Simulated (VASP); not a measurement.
Here is the system:

```
CELL_PARAMETERS angstrom
      0.00000     1.92704     1.92704
      1.92704     0.00000     1.92704
      1.92704     1.92704     0.00000
ATOMIC_POSITIONS crystal
  Rh 0.00000 0.00000 0.00000
```

These are RPBE GGA, VASP's PBE PAW potentials (set 64) (plane waves; VASP) values and carry that method's errors. Run with 520 eV cut-off, Gaussian smearing of 0.050 eV, potentials Rh_pv.

### Question
Give the energies of bands 4 to 9 at the high-symmetry points, in eV from the Fermi level.

### Answer

```json
[
 {"band": "4", "Γ": "-7.61", "X": "-5.93", "U": "-5.16", "L": "-5.76", "W": "-4.70"},
 {"band": "5", "Γ": "-2.88", "X": "-5.58", "U": "-4.47", "L": "-2.95", "W": "-3.56"},
 {"band": "6", "Γ": "-2.88", "X": "0.50", "U": "-1.92", "L": "-2.95", "W": "-3.56"},
 {"band": "7", "Γ": "-2.88", "X": "0.92", "U": "-0.64", "L": "0.53", "W": "-1.12"},
 {"band": "8", "Γ": "-0.93", "X": "0.92", "U": "0.35", "L": "0.53", "W": "0.92"},
 {"band": "9", "Γ": "-0.93", "X": "3.26", "U": "7.63", "L": "0.82", "W": "9.37"}
]
```

It has no gap at this level: it comes out as a metal or semimetal.

The compound is Rh in the fcc structure. It was relaxed first.
